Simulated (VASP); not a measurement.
All values below come from PBE GGA with D3 dispersion (zero damping), VASP's PBE PAW potentials (set 64) (plane waves; VASP).

A VASP calculation is set up with these files.

### KPOINTS
```
k-points along high-symmetry lines
15
Line-mode
Reciprocal
  0.000000   0.000000   0.000000 ! GAMMA
  0.500000   0.000000   0.500000 ! X

  0.500000   0.000000   0.500000 ! X
  0.625000   0.250000   0.625000 ! U

  0.375000   0.375000   0.750000 ! K
  0.000000   0.000000   0.000000 ! GAMMA

  0.000000   0.000000   0.000000 ! GAMMA
  0.500000   0.500000   0.500000 ! L

  0.500000   0.500000   0.500000 ! L
  0.500000   0.250000   0.750000 ! W

  0.500000   0.250000   0.750000 ! W
  0.500000   0.000000   0.500000 ! X
```

POSCAR:
```
NaCl
1
   -0.0000000000     2.8225212137     2.8225212137
    2.8225212137    -0.0000000000     2.8225212137
    2.8225212137     2.8225212137     0.0000000000
Na Cl
1 1
Direct
  0.0000000000   0.0000000000   1.0000000000
  0.5000000000   0.5000000000   0.5000000000
```

### INCAR
```
SYSTEM = NaCl
PREC = Accurate; ENCUT = 520; LREAL = .False.
LASPH = .True.; ICHARG = 11
EDIFF = 1E-7; NELM = 100; ALGO = Normal
ISMEAR = 0; SIGMA = 0.05
GGA = PE; IVDW = 11
LWAVE = .False.; LCHARG = .False.; LORBIT = 11
```

POTCAR, in this order: Na_pv Cl (PBE.64 set). Program: vasp_std. Read from the step before: CHGCAR.

The resulting files:

File OUTCAR:
```
 ion  position               nearest neighbor table
   1  0.000  0.000  0.000-
   2  0.500  0.500  0.500-
  LATTYP: Found a face centered cubic cell.
 ALAT       =     5.6450424274
 Subroutine PRICEL returns:
 Original cell was already a primitive cell.
 Subroutine GETGRP returns: Found 48 space group operations
The static configuration has the point symmetry O_h .
The dynamic configuration has the point symmetry O_h .
 Subroutine INISYM returns: Found 48 space group operations
   k-points           NKPTS =     90   k-points in BZ     NKDIM =     90   number of bands    NBANDS=     11
   number of dos      NEDOS =    301   number of ions     NIONS =      2
   total plane-waves  NPLWV =  27000
   dimension x,y,z NGX =    30 NGY =   30 NGZ =   30
   dimension x,y,z NGXF=    60 NGYF=   60 NGZF=   60
   ions per type =               1   1
   PREC   = accura    normal or accurate (medium, high low for compatibility)
   ISTART =      0    job   : 0-new  1-cont  2-samecut
   ICHARG =     11    charge: 1-file 2-atom 10-const
   ISPIN  =      1    spin polarized calculation?
   LNONCOLLINEAR =      F non collinear calculations
   LSORBIT =      F    spin-orbit coupling
   INIWAV =      1    electr: 0-lowe 1-rand  2-diag
   ENCUT  =  520.0 eV  38.22 Ry    6.18 a.u.   7.42  7.42  7.42*2*pi/ulx,y,z
   NELM   =    100;   NELMIN=  2; NELMDL= -5     # of ELM steps
   EDIFF  = 0.1E-06   stopping-criterion for ELM
   LREAL  =      F    real-space projection
   NLSPLINE    = F    spline interpolate recip. space projectors
   LMAXMIX     =    2 max onsite mixed and CHGCAR
   VOSKOWN=      0    Vosko Wilk Nusair interpolation
   EDIFFG = 0.1E-05   stopping-criterion for IOM
   NSW    =      0    number of steps for IOM
   NBLOCK =      1;   KBLOCK =      1    inner block; outer block
   IBRION =     -1    ionic relax: 0-MD 1-quasi-New 2-CG
   NFREE  =      0    steps in history (QN), initial steepest desc. (CG)
   ISIF   =      2    stress and relaxation
   ISYM   =      2    0-nonsym 1-usesym 2-fastsym
   TEIN   =    0.0    initial temperature
   TEBEG  =    0.0;   TEEND  =   0.0 temperature during run
   SMASS  =  -3.00    Nose mass-parameter (am)
   PSTRESS=    0.0 pullay stress
   NELECT =      14.0000    total number of electrons
   EFERMI =   0.00;   METHOD = LEGACY
   ISMEAR =     0;   SIGMA  =   0.05  broadening in eV -4-tet -1-fermi 0-gaus
   IALGO  =     38    algorithm
   LDIAG  =      T    sub-space diagonalisation (order eigenvalues)
   IMIX   =      4    mixing-type and parameters
     AMIX     =   0.40;   BMIX     =  1.00
     AMIX_MAG =   1.60;   BMIX_MAG =  1.00
     AMIN     =   0.10
   GGA     = PE    functional components
   VOSKOWN =     0    Vosko Wilk Nusair interpolation
   LHFCALC =     F    Hartree Fock is set to
   LHFONE  =     F    Hartree Fock one center treatment
   AEXX    =    0.0000 exact exchange contribution
   IVDW    =    11    specifies the selected vdW correction
   LEPSILON=     F    determine dielectric tensor
   LRPA    =     F    only Hartree local field effects (RPA)
  energy-cutoff  :      520.00
  volume of cell :       44.97
      direct lattice vectors                 reciprocal lattice vectors
     0.000000000  2.822521214  2.822521214    -0.177146587  0.177146587  0.177146587
     2.822521214  0.000000000  2.822521214     0.177146587 -0.177146587  0.177146587
     2.822521214  2.822521214  0.000000000     0.177146587  0.177146587 -0.177146587
 k-point     1 :   0.0000 0.0000 0.0000  plane waves:    1243
 k-point     2 :   0.0357 0.0000 0.0357  plane waves:    1243
 k-point     3 :   0.0714 0.0000 0.0714  plane waves:    1239
 k-point     4 :   0.1071 0.0000 0.1071  plane waves:    1227
 k-point     5 :   0.1429 0.0000 0.1429  plane waves:    1227
 k-point     6 :   0.1786 0.0000 0.1786  plane waves:    1219
 k-point     7 :   0.2143 0.0000 0.2143  plane waves:    1219
 k-point     8 :   0.2500 0.0000 0.2500  plane waves:    1198
 k-point     9 :   0.2857 0.0000 0.2857  plane waves:    1222
 k-point    10 :   0.3214 0.0000 0.3214  plane waves:    1218
...
```

**OSZICAR**
```
       N       E                     dE             d eps       ncg     rms          rms(c)
DAV:   1     0.923106528556E+02    0.92311E+02   -0.73855E+03  1986   0.127E+03
DAV:   2     0.170670825062E+01   -0.90604E+02   -0.84396E+02  2201   0.276E+02
DAV:   3    -0.622086168787E+01   -0.79276E+01   -0.78745E+01  2400   0.814E+01
DAV:   4    -0.639103037910E+01   -0.17017E+00   -0.16998E+00  2242   0.130E+01
DAV:   5    -0.639484000406E+01   -0.38096E-02   -0.38091E-02  2439   0.194E+00
DAV:   6    -0.639496130852E+01   -0.12130E-03   -0.12130E-03  2383   0.356E-01
DAV:   7    -0.639496626775E+01   -0.49592E-05   -0.49592E-05  2664   0.633E-02
DAV:   8    -0.639496643208E+01   -0.16433E-06   -0.16434E-06  2292   0.993E-03
DAV:   9    -0.639496643885E+01   -0.67714E-08   -0.67614E-08  1773   0.169E-03
   1 F= -.68021418E+01 E0= -.68021418E+01  d E =-.209790E-11
```

### OUTCAR
```
 val. band max:       -0.7472527827   @ k =   0.0000   0.0000   0.0000

 cond. band min:       4.3499291887   @ k =   0.0000   0.0000   0.0000



 k-point     1 :       0.0000    0.0000    0.0000
  band No.  band energies     occupation
      1     -21.5704      2.00000
      2     -21.5704      2.00000
      3     -21.5704      2.00000
      4     -13.3998      2.00000
      5      -0.7473      2.00000
      6      -0.7473      2.00000
      7      -0.7473      2.00000
      8       4.3499      0.00000
      9      10.3707      0.00000
     10      10.3707      0.00000
     11      10.3707      0.00000

 k-point     2 :       0.0357    0.0000    0.0357
  band No.  band energies     occupation
      1     -21.5708      2.00000
      2     -21.5705      2.00000
      3     -21.5705      2.00000
      4     -13.3946      2.00000
      5      -0.7845      2.00000
      6      -0.7557      2.00000
      7      -0.7557      2.00000
      8       4.4096      0.00000
      9      10.2804      0.00000
     10      10.4010      0.00000
     11      10.4010      0.00000

 k-point     3 :       0.0714    0.0000    0.0714
  band No.  band energies     occupation
      1     -21.5718      2.00000
      2     -21.5708      2.00000
      3     -21.5708      2.00000
      4     -13.3791      2.00000
      5      -0.8895      2.00000
      6      -0.7804      2.00000
      7      -0.7804      2.00000
      8       4.5814      0.00000
      9      10.0430      0.00000
     10      10.4912      0.00000
     11      10.4912      0.00000

 k-point     4 :       0.1071    0.0000    0.1071
  band No.  band energies     occupation
      1     -21.5734      2.00000
      2     -21.5713      2.00000
      3     -21.5713      2.00000
      4     -13.3543      2.00000
      5      -1.0454      2.00000
      6      -0.8196      2.00000
      7      -0.8196      2.00000
      8       4.8463      0.00000
      9       9.7227      0.00000
     10      10.6384      0.00000
...
```

The density is held fixed in this step, so its total energy and stress have no physical meaning.

The compound is NaCl in the rock salt structure. It was relaxed first.
